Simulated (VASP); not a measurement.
Here is the system:

```yaml
crystal:
  lattice:
    - [4.28262, 0.00000, 0.00000]
    - [-2.14131, 3.70886, 0.00000]
    - [0.00000, 0.00000, 6.99166]
  atoms:
    - { symbol: Y, position: [0.33333, 0.66667, 0.99993] }
    - { symbol: Y, position: [0.66667, 0.33333, 0.49993] }
    - { symbol: S, position: [0.33333, 0.66667, 0.37507] }
    - { symbol: S, position: [0.66667, 0.33333, 0.87507] }
```

Calculation: PBEsol GGA, VASP's PBE PAW potentials (set 64) (plane waves; VASP). Numerical set-up: 400 eV cut-off, 9×9×5 Γ-centred mesh, tetrahedra with Blöchl corrections, potentials Y_sv S.

The cores are frozen, which limits the accuracy of field gradients.

Task: Give the principal components of the electric field gradient (V/Å²) and the asymmetry η at each nucleus.

Result: 
| atom | Vxx | Vyy | Vzz | η |
|---|---|---|---|---|
| Y1 | -5.0 | -4.9 | 9.9 | 0.00 |
| Y2 | -5.0 | -4.9 | 9.9 | 0.00 |
| S3 | -3.1 | -3.1 | 6.2 | 0.00 |
| S4 | -3.1 | -3.1 | 6.2 | 0.00 |

The structure was generated: YS was put into the wurtzite type (P6_3mc), which need not be its known phase. It was relaxed first, which changed the volume by -30 %.
